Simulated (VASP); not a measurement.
Write the native input for VASP 6.6.1 that does the following.

* Task: single point
* Functional: PBE
* Dispersion: D3(BJ)
* Potentials or basis: VASP PAW PBE potentials, release 64 (O, H, Mg, Cl)
* Cutoff: 520 eV
* k mesh: 1 × 1 × 1
* Occupations: fermi-dirac, width 0.02 eV
* Spin: no spin polarisation
* Dipole correction: no
* Further INCAR settings: LREAL = Auto; ALGO = Normal; EDIFF = 1e-07; NBANDS = 37

The structure of MgH8Cl2O4 lies in POSCAR:

```
MgH8Cl2O4
1.0
    5.5112720000      0.0000000000      0.0000000000
    0.0000000000      5.5112720000      0.0000000000
    0.0000000000      0.0000000000      5.5112720000
O H Mg Cl
4 8 1 2
Direct
    0.3204523384      0.9478211201      0.2366059959
    0.0697661084      0.7064975200      0.7636349649
    0.9007539457      0.1466993464      1.1203765664
    0.7570847528      0.5021708237      0.4767320502
    0.3343511262      0.7918135777      0.1396229400
    0.3817267593      0.8891232369      0.3942828443
    0.1514895291      0.8412214095      0.6810224572
    0.2080826350      0.5992627473      0.7862794651
    1.0319940660      0.1030070735      1.2340163940
    0.8580414830     -0.0064231996      1.0333730580
    0.8476446091      0.5585461941      0.6229959254
    0.8218066537      0.6247378101      0.3804203458
    0.5741505772      0.2208020217      0.2912031923
    0.5501089404      0.0551959693      0.6861029541
    0.5122773835      0.5030961999      1.0056843502
```

The cell was built by a generator and needn't be a form met in nature.

The input as run:

INCAR

```
PREC = Accurate ; ENCUT = 520
EDIFF = 1E-7 ; ISMEAR = -1
SIGMA = 0.02 ; LREAL = Auto
LASPH = True ; NELM = 100
ALGO = Normal ; ISIF = 2
LWAVE = False ; LCHARG = True
GGA = PE ; IVDW = 12
LELF = True ; LVHAR = True
NBANDS = 37
```

KPOINTS

```
Automatic mesh
0
Gamma
  1 1 1
```

Potentials or basis: VASP PAW PBE potentials, release 64 (O, H, Mg, Cl).

Command:

```sh
$ cat potpaw_PBE.64/O/POTCAR potpaw_PBE.64/H/POTCAR potpaw_PBE.64/Mg/POTCAR potpaw_PBE.64/Cl/POTCAR > POTCAR
$ mpirun -np 1 vasp_gam > vasp.out
```

It gave:

```
Pressure                   : 3.7 GPa
Largest force              : 2.841 eV/Å
Band gap on the k mesh     : 3.80 eV, direct
Dispersion energy per atom : -0.074 eV
```

Wall time 15 s on 1 thread of Intel(R) Xeon(R) Platinum 8488C (Sapphire Rapids), on a shared host, peak memory 0.24 GiB.
